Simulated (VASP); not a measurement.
An input for Quantum ESPRESSO's pw.x (written as the equivalent of a VASP run, and not itself run):

```
&CONTROL
  calculation = 'vc-relax'
  pseudo_dir = './pseudo'
  outdir = './out'
  tprnfor = .true.
  tstress = .true.
  nstep = 60
  forc_conv_thr = 0.00039
/
&SYSTEM
  ibrav = 0
  nat = 2
  ntyp = 2
  ecutwfc = 62.5
  occupations = 'smearing'
  smearing = 'gaussian'
  degauss = 0.003675
  input_dft = 'pbe'
/
&ELECTRONS
  conv_thr = 7.3e-08
  electron_maxstep = 100
/
&IONS
/
&CELL
/
ATOMIC_SPECIES
  Pb 207.200 Pb.upf
  S 32.060 S.upf
CELL_PARAMETERS angstrom
     0.0000000    3.0028381    3.0028381
     3.0028381    0.0000000    3.0028381
     3.0028381    3.0028381    0.0000000
ATOMIC_POSITIONS crystal
  Pb   0.0000000  0.0000000  0.0000000
  S    0.5000000  0.5000000  0.5000000
K_POINTS automatic
  7 7 7 0 0 0
```

Task: Translate this input to VASP (INCAR, KPOINTS, POSCAR, choice of POTCAR).

Result: One answer among several that fit: 
**POSCAR**
```
PbS
1.0
  0.0000000000   3.0028380900   3.0028380900
  3.0028380900   0.0000000000   3.0028380900
  3.0028380900   3.0028380900   0.0000000000
Pb S
1 1
direct
  0.0000000000   0.0000000000   0.0000000000
  0.5000000000   0.5000000000   0.5000000000
```

**INCAR**
```
PREC  =  Accurate
LWAVE  =  .FALSE.
EDIFFG  =  -0.01   ! ionic stop
IBRION  =  2
LMAXMIX  =  4
ENCUT  =  480
GGA  =  PE   ! PBE
SYSTEM  =  PbS
SIGMA  =  0.05   ! width (eV)
NSW  =  60   ! most ionic steps
NELM  =  100
ALGO  =  Normal   ! blocked Davidson
LCHARG  =  .FALSE.
ISIF  =  3   ! ions, shape and volume
LASPH  =  .TRUE.
ISMEAR  =  0   ! Gaussian
LREAL  =  .FALSE.   ! projection in real space or not
EDIFF  =  1E-6
```

KPOINTS:
```
Automatic mesh
0
Gamma
7 7 7
0 0 0
```

POTCAR, in this order: Pb_d S (PBE.64 set). Program: vasp_std.

The two are equivalent in intent, not identical: the potentials are each code's own (VASP's PAW set, PseudoDojo norm-conserving files in pw.x), so ENCUT and ecutwfc are chosen apart and not converted; conv_thr bounds pw.x's estimated SCF error, while EDIFF bounds the energy change between steps; forc_conv_thr acts on force components and is met together with etot_conv_thr.

The compound is PbS in the rock salt structure. It was relaxed first. The start is the result of an earlier pass.
